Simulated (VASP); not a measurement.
Here is the system:

```
ZnS
1.0
    0.00000     2.70500     2.70500
    2.70500     0.00000     2.70500
    2.70500     2.70500     0.00000
Zn S
1 1
Direct
  0.00000   0.00000   0.00000
  0.25000   0.25000   0.25000
```

All values below come from PBE GGA, VASP's PBE PAW potentials (set 64) (plane waves; VASP 6.6.1). Numerical set-up: 400 eV cut-off, 12×12×12 Γ-centred mesh, Gaussian smearing of 0.050 eV, potentials Zn S.

Q: Give the stress tensor in GPa (positive for a compressed cell).

A: 
```
1.26  0.00  0.00
0.00  1.26  0.00
0.00  0.00  1.26
```
The pressure is its mean diagonal, 1.26 GPa.

The compound is ZnS in the zinc blende structure. The cell was not relaxed at this level. The run is one of a series of settings (KPOINTS 12×12×12 Γ-centred mesh against the base run), some of them coarse on purpose.
